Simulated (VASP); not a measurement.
Given:

```xyz
2
Lattice="1.5121 -2.5748 0.0000 1.5121 2.5748 0.0000 0.0000 0.0000 5.7200" Properties=species:S:1:pos:R:3 pbc="T T T"
Cd     1.5121     0.8583     1.4300
Cd     1.5416    -0.8583     4.2900
```

These are PBEsol GGA, VASP's PBE PAW potentials (set 64) (plane waves; VASP 6.6.1) values and carry that method's errors. Numerical set-up: 400 eV cut-off, 13×13×6 Γ-centred mesh, first-order Methfessel-Paxton smearing of 0.10 eV, potentials Cd.

Q: Give the stress tensor in GPa (positive for a compressed cell).

A: 
```
-4.26   0.06   0.00
 0.06  -2.78   0.00
 0.00   0.00  -3.52
```
The pressure is its mean diagonal, -3.52 GPa.

The compound is Cd in the hcp structure. The cell was not relaxed at this level, atoms are displaced from their ideal sites. The run is one of a series of settings (GGA = PS against the base run), some of them coarse on purpose.
